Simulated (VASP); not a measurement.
Here is the system:

```
CELL_PARAMETERS angstrom
      3.83961     0.00000     0.00000
      0.00000     3.83961     0.00000
      0.00000     0.00000     4.80057
ATOMIC_POSITIONS crystal
  Sn 0.50000 0.00000 0.75871
  Sn 0.00000 0.50000 0.24129
  O  0.50000 0.50000 0.00000
  O  0.00000 0.00000 0.00000
```

Computed with TPSS meta-GGA, VASP's PBE PAW potentials (set 64) (plane waves; VASP). Numerical set-up: 520 eV cut-off, 7×7×5 Γ-centred mesh, tetrahedra with Blöchl corrections, potentials Sn_d O.

Without a dispersion term in the relaxation, distances and binding between the weakly bound layers, chains or molecules are unreliable, and so is what depends on them. Unless said otherwise, spin-orbit coupling is left out, though it shifts the bands of the heavy elements here.

Q: Tabulate the total density of states (states/eV per cell) against energy (eV; zero at the valence-band maximum or, without a gap, the Fermi level).

A: 
```
E (eV) | DOS (states/eV)
    -9.93 |  0.00
    -9.71 |  0.00
    -9.60 |  0.00
    -9.38 |  0.00
    -9.27 |  0.00
    -9.05 |  0.05
    -8.94 | ### 0.35
    -8.72 | ################ 1.74
    -8.61 | ###################### 2.39
    -8.39 | ####################### 2.47
    -8.28 | ###################### 2.43
    -8.06 | ###################### 2.39
    -7.83 | ############### 1.62
    -7.72 | ########### 1.20
    -7.50 | ######## 0.84
    -7.39 | ########## 1.07
    -7.17 | ########### 1.22
    -7.06 | ######### 0.95
    -6.84 | ######### 1.00
    -6.73 | ########### 1.15
    -6.51 | ######### 0.98
    -6.40 | ########## 1.07
    -6.18 | ############### 1.68
    -5.96 | ############################# 3.18
    -5.84 | ############################## 3.26
    -5.62 | ##################### 2.26
    -5.51 | ################### 2.04
    -5.29 | ########################## 2.88
    -5.18 | ########################### 2.90
    -4.96 | ########################### 2.94
    -4.85 | ############## 1.57
    -4.63 | ######## 0.88
    -4.52 | ########## 1.12
    -4.30 | ######################### 2.71
    -4.08 | ##################### 2.30
    -3.97 | ##################### 2.33
    -3.75 | ######################## 2.62
    -3.63 | ####################### 2.54
    -3.41 | ################### 2.06
    -3.30 | ###################### 2.35
    -3.08 | ########################## 2.81
    -2.97 | ########################## 2.85
    -2.75 | ############################ 3.10
    -2.64 | ######################### 2.67
    -2.42 | ############################ 3.06
    -2.31 | ################### 2.04
    -2.09 | ############# 1.39
    -1.87 | ##################### 2.33
    -1.76 | ################ 1.69
    -1.53 | ########### 1.15
    -1.42 | ############ 1.27
    -1.20 | ######## 0.82
    -1.09 | ####### 0.71
    -0.87 | ##### 0.58
    -0.76 | ##### 0.54
    -0.54 | #### 0.39
    -0.43 | ### 0.33
    -0.21 | ### 0.31
     0.01 |  0.02
     0.12 |  0.00
     0.34 |  0.03
     0.45 |  0.05
     0.68 | # 0.11
     0.79 | ## 0.18
     1.01 | ## 0.24
     1.12 | ## 0.26
     1.34 | ### 0.37
     1.45 | #### 0.44
     1.67 | ############ 1.27
     1.89 | ############### 1.60
     2.00 | ################ 1.72
     2.22 | #################### 2.20
     2.33 | ########################## 2.85
     2.55 | #################### 2.18
     2.66 | ################### 2.05
     2.89 | ################ 1.69
     3.00 | ################ 1.73
     3.22 | ############################# 3.12
     3.33 | ################## 1.92
     3.55 | ########### 1.17
```
Within 2 eV below the valence-band maximum the largest weight inside VASP's projection spheres is O p, then Sn s.

The compound is SnO in the litharge structure. It was relaxed first.
